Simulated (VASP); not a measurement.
A run of VASP 6.6.1 is set up as follows.

File INCAR:

```
SYSTEM = SbAs2
ALGO = Normal
EDIFF = 1E-7
ENCUT = 520
GGA = PE
ISIF = 2
ISMEAR = -1
LASPH = .True.
LCHARG = .False.
LREAL = .False.
LWAVE = .False.
NBANDS = 14
NELM = 60
PREC = Accurate
SIGMA = 0.05
```

KPOINTS

```
k-points
0
Gamma
  7 7 7
  0 0 0
```

The input POSCAR:

```
SbAs2
1.0
    2.2079819900      1.2747789900      4.4011855000
   -2.2079819900      1.2747789900      4.4011855000
    0.0000000000     -2.5495579900      4.4011855000
Sb As
1 2
Direct
    0.0000000000      0.0000000000      0.0000000000
    0.7160461300      0.7160461300      0.7160461300
    0.2839538700      0.2839538700      0.2839538700
```

Potentials or basis: VASP PAW PBE potentials, release 64 (Sb, As).

The run is started by

```console
$ cat potpaw_PBE.64/Sb/POTCAR potpaw_PBE.64/As/POTCAR > POTCAR
$ mpirun -np 1 vasp_std > vasp.out
```

(1) What does it give for the band gap on the k mesh?

(2) Estimate the pressure.

(3) Predict the largest force.

## Answers

(1) none (metal or under the smearing width).

(2) 16.6 GPa.

(3) 1.270 eV/Å.

Caveat: so large a pressure means that the cell lies far from this level's equilibrium, or that cutoff or potentials fall short; forces of over 1 eV/Å show positions far from the minimum, so gaps and moduli don't describe the material at rest.
